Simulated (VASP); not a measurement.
Output of a VASP run:

File OSZICAR:
```
       N       E                     dE             d eps       ncg     rms          rms(c)
DAV:   1     0.905822652026E+02    0.90582E+02   -0.64520E+03   384   0.109E+03
DAV:   2     0.192316324398E+00   -0.90390E+02   -0.86141E+02   472   0.244E+02
DAV:   3    -0.533404994272E+01   -0.55264E+01   -0.55067E+01   516   0.564E+01
DAV:   4    -0.565657778096E+01   -0.32253E+00   -0.32223E+00   700   0.110E+01
DAV:   5    -0.565732522168E+01   -0.74744E-03   -0.74742E-03   520   0.619E-01    0.273E+00
DAV:   6    -0.556414259513E+01    0.93183E-01   -0.13475E-01   472   0.219E+00    0.200E+00
DAV:   7    -0.555768280674E+01    0.64598E-02   -0.13739E-01   468   0.204E+00    0.800E-01
DAV:   8    -0.556405208999E+01   -0.63693E-02   -0.14628E-02   508   0.876E-01    0.106E-01
DAV:   9    -0.556465251618E+01   -0.60043E-03   -0.13033E-03   496   0.225E-01    0.682E-02
DAV:  10    -0.556481860151E+01   -0.16609E-03   -0.18182E-04   464   0.946E-02    0.168E-02
DAV:  11    -0.556483519338E+01   -0.16592E-04   -0.34982E-05   472   0.372E-02    0.130E-02
DAV:  12    -0.556483673542E+01   -0.15420E-05   -0.44291E-06   456   0.165E-02    0.101E-02
DAV:  13    -0.556483715964E+01   -0.42422E-06   -0.11398E-06   344   0.677E-03
   1 F= -.55648372E+01 E0= -.55648372E+01  d E =-.173847E-18
```

File OUTCAR:
```
------------------------ aborting loop because EDIFF is reached ----------------------------------------
  FORCE on cell =-STRESS in cart. coord.  units (eV):
  Direction    XX          YY          ZZ          XY          YZ          ZX
  --------------------------------------------------------------------------------------
  Total       -0.0623169     -0.0623169     -0.0623169      0.0000000     -0.0000000      0.0000000
  in kB       -1.0649214     -1.0649214     -1.0649214      0.0000000     -0.0000000      0.0000000
  external PRESSURE =      -1.0649214 kB  Pullay stress =       0.0000000 kB
  volume of cell :       93.76
      direct lattice vectors                 reciprocal lattice vectors
     0.000000000  3.605700000  3.605700000    -0.138669329  0.138669329  0.138669329
     3.605700000  0.000000000  3.605700000     0.138669329 -0.138669329  0.138669329
     3.605700000  3.605700000  0.000000000     0.138669329  0.138669329 -0.138669329
  FREE ENERGIE OF THE ION-ELECTRON SYSTEM (eV)
  ---------------------------------------------------
  free  energy   TOTEN  =        -5.5648371596 eV

  energy  without entropy=       -5.5648371596  energy(sigma->0) =       -5.56483716
```
(Selected blocks of OUTCAR.)

**POSCAR**
```
KI
1
    0.0000000000     3.6057000000     3.6057000000
    3.6057000000     0.0000000000     3.6057000000
    3.6057000000     3.6057000000     0.0000000000
K I
1 1
Direct
  0.0000000000   0.0000000000   0.0000000000
  0.5000000000   0.5000000000   0.5000000000
```

**Question.** Write an INCAR and KPOINTS that could have produced this output.

**Answer.** Several could match; the one computed here: the input of the run itself, PBE GGA, plane waves, VASP's PBE PAW potentials (set 64).

### INCAR
```
# general
SYSTEM =KI
PREC   =Accurate
ENCUT  =500
LREAL  =.FALSE.
LASPH  =.TRUE.

# electronic loop
EDIFF  =1E-6
NELM   =100
ALGO   =Normal
LMAXMIX=4

# smearing
ISMEAR =0
SIGMA  =0.05

# functional
GGA    =PE

# ions
ISIF   =2

# output
LWAVE  =.FALSE.
LCHARG =.FALSE.
```

KPOINTS:
```
Regular mesh
0
Gamma
 6 6 6
```

POTCAR, in this order: K_sv I (PBE.64 set). Program: vasp_std.

The compound is KI in the rock salt structure. The cell was not relaxed at this level. The run is one of a series of settings (ENCUT = 500 against the base run), some of them coarse on purpose.
